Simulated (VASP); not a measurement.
Output of a VASP run:

### OUTCAR
```
 ion  position               nearest neighbor table
   1  0.000  0.000  0.000-   2 3.14   2 3.14   2 3.14   2 3.14
   2  0.250  0.250  0.250-   1 3.14   1 3.14   1 3.14   1 3.14
  LATTYP: Found a face centered cubic cell.
 ALAT       =     7.2515200000
 Subroutine PRICEL returns:
 Original cell was already a primitive cell.
 Subroutine GETGRP returns: Found 24 space group operations
The static configuration has the point symmetry T_d .
The dynamic configuration has the point symmetry T_d .
 Subroutine INISYM returns: Found 24 space group operations
 Subroutine IBZKPT returns following result:
 Found     29 irreducible k-points:

 Following reciprocal coordinates:
            Coordinates               Weight
  0.000000  0.000000  0.000000      1.000000
  0.125000  0.000000  0.000000      8.000000
  0.250000  0.000000  0.000000      8.000000
  0.375000  0.000000  0.000000      8.000000
  0.500000  0.000000  0.000000      4.000000
  0.125000  0.125000  0.000000      6.000000
  0.250000  0.125000  0.000000     24.000000
  0.375000  0.125000  0.000000     24.000000
  0.500000  0.125000  0.000000     24.000000
 -0.375000  0.125000  0.000000     24.000000
 -0.250000  0.125000  0.000000     24.000000
 -0.125000  0.125000  0.000000     12.000000
  0.250000  0.250000  0.000000      6.000000
  0.375000  0.250000  0.000000     24.000000
  0.500000  0.250000  0.000000     24.000000
 -0.375000  0.250000  0.000000     24.000000
 -0.250000  0.250000  0.000000     12.000000
  0.375000  0.375000  0.000000      6.000000
  0.500000  0.375000  0.000000     24.000000
 -0.375000  0.375000  0.000000     12.000000
  0.500000  0.500000  0.000000      3.000000
  0.375000  0.250000  0.125000     24.000000
  0.500000  0.250000  0.125000     48.000000
 -0.375000  0.250000  0.125000     24.000000
  0.500000  0.375000  0.125000     24.000000
 -0.375000  0.375000  0.125000     48.000000
 -0.250000  0.375000  0.125000     24.000000
 -0.375000  0.500000  0.125000     12.000000
 -0.250000  0.500000  0.250000      6.000000
   k-points           NKPTS =     29   k-points in BZ     NKDIM =     29   number of bands    NBANDS=     12
   number of dos      NEDOS =    301   number of ions     NIONS =      2
   total plane-waves  NPLWV =  46656
   dimension x,y,z NGX =    36 NGY =   36 NGZ =   36
   dimension x,y,z NGXF=    72 NGYF=   72 NGZF=   72
   ions per type =               1   1
   PREC   = accura    normal or accurate (medium, high low for compatibility)
   ISTART =      0    job   : 0-new  1-cont  2-samecut
   ICHARG =      2    charge: 1-file 2-atom 10-const
   ISPIN  =      1    spin polarized calculation?
   LNONCOLLINEAR =      F non collinear calculations
   LSORBIT =      F    spin-orbit coupling
   INIWAV =      1    electr: 0-lowe 1-rand  2-diag
   ENCUT  =  400.0 eV  29.40 Ry    5.42 a.u.   8.36  8.36  8.36*2*pi/ulx,y,z
   NELM   =    100;   NELMIN=  2; NELMDL= -5     # of ELM steps
   EDIFF  = 0.1E-05   stopping-criterion for ELM
   LREAL  =      F    real-space projection
   NLSPLINE    = F    spline interpolate recip. space projectors
   LMAXMIX     =    6 max onsite mixed and CHGCAR
   VOSKOWN=      0    Vosko Wilk Nusair interpolation
   EDIFFG = -.1E-01   stopping-criterion for IOM
   NSW    =     60    number of steps for IOM
   NBLOCK =      1;   KBLOCK =     60    inner block; outer block
   IBRION =      2    ionic relax: 0-MD 1-quasi-New 2-CG
   NFREE  =      1    steps in history (QN), initial steepest desc. (CG)
   ISIF   =      3    stress and relaxation
   ISYM   =      2    0-nonsym 1-usesym 2-fastsym
   TEIN   =    0.0    initial temperature
   TEBEG  =    0.0;   TEEND  =   0.0 temperature during run
   SMASS  =  -3.00    Nose mass-parameter (am)
   PSTRESS=    0.0 pullay stress
   NELECT =      16.0000    total number of electrons
   EFERMI =   0.00;   METHOD = LEGACY
   ISMEAR =     1;   SIGMA  =   0.10  broadening in eV -4-tet -1-fermi 0-gaus
   IALGO  =     38    algorithm
...
```

OSZICAR:
```
...
DAV:   2    -0.125297013228E+02   -0.12526E-06   -0.30422E-07   460   0.123E-02
   7 F= -.12529701E+02 E0= -.12529871E+02  d E =-.140781E-05
       N       E                     dE             d eps       ncg     rms          rms(c)
DAV:   1    -0.125297037210E+02   -0.25235E-05   -0.27287E-06   896   0.199E-02    0.151E-03
DAV:   2    -0.125297036360E+02    0.84967E-07   -0.17035E-07   452   0.763E-03
   8 F= -.12529704E+02 E0= -.12529874E+02  d E =-.372109E-05
       N       E                     dE             d eps       ncg     rms          rms(c)
DAV:   1    -0.125297082144E+02   -0.44934E-05   -0.52124E-06   792   0.264E-02    0.215E-03
DAV:   2    -0.125297080321E+02    0.18224E-06   -0.27196E-07   492   0.875E-03
   9 F= -.12529708E+02 E0= -.12529878E+02  d E =-.811718E-05
       N       E                     dE             d eps       ncg     rms          rms(c)
DAV:   1    -0.125297173412E+02   -0.91268E-05   -0.22854E-05   912   0.546E-02    0.441E-03
DAV:   2    -0.125297165869E+02    0.75426E-06   -0.12904E-06   676   0.186E-02
  10 F= -.12529717E+02 E0= -.12529886E+02  d E =-.166720E-04
       N       E                     dE             d eps       ncg     rms          rms(c)
DAV:   1    -0.125297358048E+02   -0.18464E-04   -0.90278E-05   912   0.109E-01    0.876E-03
DAV:   2    -0.125297334027E+02    0.24020E-05   -0.98044E-06  1348   0.365E-02    0.434E-03
DAV:   3    -0.125297326513E+02    0.75142E-06   -0.44796E-06   988   0.255E-02
  11 F= -.12529733E+02 E0= -.12529902E+02  d E =-.327364E-04
       N       E                     dE             d eps       ncg     rms          rms(c)
DAV:   1    -0.125297766281E+02   -0.43225E-04   -0.46426E-04   916   0.242E-01    0.184E-02
DAV:   2    -0.125297650694E+02    0.11559E-04   -0.35735E-05  1324   0.964E-02    0.911E-03
DAV:   3    -0.125297617914E+02    0.32781E-05   -0.21122E-05  1152   0.550E-02    0.353E-03
DAV:   4    -0.125297618871E+02   -0.95747E-07   -0.63611E-07   672   0.118E-02
  12 F= -.12529762E+02 E0= -.12529931E+02  d E =-.619722E-04
       N       E                     dE             d eps       ncg     rms          rms(c)
DAV:   1    -0.125298669760E+02   -0.10518E-03   -0.18426E-03   916   0.478E-01    0.373E-02
DAV:   2    -0.125298211061E+02    0.45870E-04   -0.14902E-04  1344   0.205E-01    0.185E-02
DAV:   3    -0.125298075486E+02    0.13558E-04   -0.87047E-05  1156   0.113E-01    0.700E-03
DAV:   4    -0.125298076212E+02   -0.72677E-07   -0.45167E-06  1124   0.242E-02
  13 F= -.12529808E+02 E0= -.12529976E+02  d E =-.107706E-03
       N       E                     dE             d eps       ncg     rms          rms(c)
DAV:   1    -0.125300799930E+02   -0.27244E-03   -0.73331E-03   916   0.955E-01    0.737E-02
DAV:   2    -0.125299005640E+02    0.17943E-03   -0.58115E-04  1288   0.414E-01    0.362E-02
DAV:   3    -0.125298482399E+02    0.52324E-04   -0.32801E-04  1164   0.217E-01    0.135E-02
DAV:   4    -0.125298479995E+02    0.24034E-06   -0.17465E-05  1144   0.467E-02    0.884E-03
DAV:   5    -0.125298491753E+02   -0.11758E-05   -0.19569E-06   820   0.187E-02    0.561E-03
DAV:   6    -0.125298502565E+02   -0.10812E-05   -0.19310E-06   868   0.157E-02    0.231E-03
DAV:   7    -0.125298503285E+02   -0.72053E-07   -0.50492E-07   556   0.823E-03
  14 F= -.12529850E+02 E0= -.12530018E+02  d E =-.150414E-03
```

**OUTCAR**
```
------------------------ aborting loop because EDIFF is reached ----------------------------------------
  FORCE on cell =-STRESS in cart. coord.  units (eV):
  Direction    XX          YY          ZZ          XY          YZ          ZX
  --------------------------------------------------------------------------------------
  Total       -0.0016905     -0.0016905     -0.0016905      0.0000000      0.0000000      0.0000000
  in kB       -0.0373132     -0.0373132     -0.0373132      0.0000000      0.0000000      0.0000000
  external PRESSURE =      -0.0373132 kB  Pullay stress =       0.0000000 kB
  volume of cell :       72.59
      direct lattice vectors                 reciprocal lattice vectors
    -0.000000000  3.310864314  3.310864314    -0.151017968  0.151017968  0.151017968
     3.310864314 -0.000000000  3.310864314     0.151017968 -0.151017968  0.151017968
     3.310864314  3.310864314  0.000000000     0.151017968  0.151017968 -0.151017968
 POSITION                                       TOTAL-FORCE (eV/Angst)
 -----------------------------------------------------------------------------------
      0.00000      0.00000      0.00000        -0.000000     -0.000000     -0.000000
      1.65543      1.65543      1.65543         0.000000      0.000000      0.000000
 -----------------------------------------------------------------------------------
    total drift:                                0.000000      0.000000      0.000000
  FREE ENERGIE OF THE ION-ELECTRON SYSTEM (eV)
  ---------------------------------------------------
  free  energy   TOTEN  =       -12.5298503285 eV

  energy  without entropy=      -12.5303521672  energy(sigma->0) =      -12.53001761

 reached required accuracy - stopping structural energy minimisation
```
(Selected blocks of OUTCAR.)

**POSCAR**
```
LaP
1
    0.0000000000     3.6257600000     3.6257600000
    3.6257600000     0.0000000000     3.6257600000
    3.6257600000     3.6257600000     0.0000000000
La P
1 1
Direct
  0.0000000000   0.0000000000   0.0000000000
  0.2500000000   0.2500000000   0.2500000000
```

**Question.** Reconstruct the remaining input files.

**Answer.** This is not unique; one that fits is the input of the run itself, PBE GGA, plane waves, VASP's PBE PAW potentials (set 64).

**INCAR**
```
! general
SYSTEM =LaP
PREC   =Accurate
ENCUT  =400
LREAL  =.FALSE.
LASPH  =.TRUE.

! electronic loop
EDIFF  =1E-6
NELM   =100
ALGO   =Normal
LMAXMIX=6

! smearing
ISMEAR =1
SIGMA  =0.1

! functional
GGA    =PE

! ions
IBRION =2
NSW    =60
ISIF   =3
EDIFFG =-0.01

! output
LWAVE  =.FALSE.
LCHARG =.FALSE.
```

### KPOINTS
```
Automatic mesh
0
Gamma
8 8 8
0 0 0
```

POTCAR, in this order: La P (PBE.64 set). Program: vasp_std.

Energy and stress use the plane-wave basis of the starting cell.

The structure was generated: LaP was put into the zinc blende type (F-43m), which need not be its known phase. This run relaxes it. Symmetry was kept, so distortions that lower it aren't found.
